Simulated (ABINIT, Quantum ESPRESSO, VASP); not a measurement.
# GaN (F-43m, 2 atoms in the cell) computed with different codes at matched settings

Self-consistent single point.

```
GaN
1.0
   -2.26000     0.00000     2.26000
    0.00000     2.26000     2.26000
   -2.26000     2.26000     0.00000
Ga N
1 1
Direct
  0.00000   0.00000   0.00000
  0.25000   0.25000   0.25000
```

All programs got the same cell, k-point mesh and kind of occupations (in Quantum ESPRESSO's words: occupations = smearing; smearing = fermi-dirac; degauss = 0.000734986 Ry; K_POINTS = automatic 13 13 13 0 0 0); potentials, basis and cutoffs are each program's usual ones.

```tsv
code	model	pressure (GPa)	gap on the mesh (eV)	cutoff
Quantum ESPRESSO	PBE, PseudoDojo standard norm-conserving (PBE) pseudopotentials	3.56	1.702	85 Ry
VASP	PBE, VASP's PBE PAW potentials (set 64)	–	1.655	400 eV
ABINIT	PBE, PAW (JTH v2.0 PBE PAW)	3.84	1.657	707 eV
```

A dash marks a value that a program does not give, or that is left out as unsure.

Gaps are read on the mesh.

The spread over the programs that give each value: pressure within 0.28 GPa; gap on the mesh within 0.047 eV.

The starting cell has typed, rounded lattice constants, without a prior relaxation at this level. On Quantum ESPRESSO's run: In the base run, with a pressure of about 4 GPa the cell is away from its equilibrium volume at this level.

Why do the programs differ, and what cannot be compared?

Differences of this kind can come from the potentials, where these differ, and from what each basis and cutoff leave unconverged. The zero of total energies and Fermi levels follows the potentials and each program's conventions, so they are not compared here.

VASP's run is marked for a possible Pulay error in its stress at this cutoff; no cutoff test was made.

Left out of this page: Ansatz, GPAW, CP2K, Elk and SIESTA (not drawn, or without a comparable value); FLEUR (with a known weakness of the program).
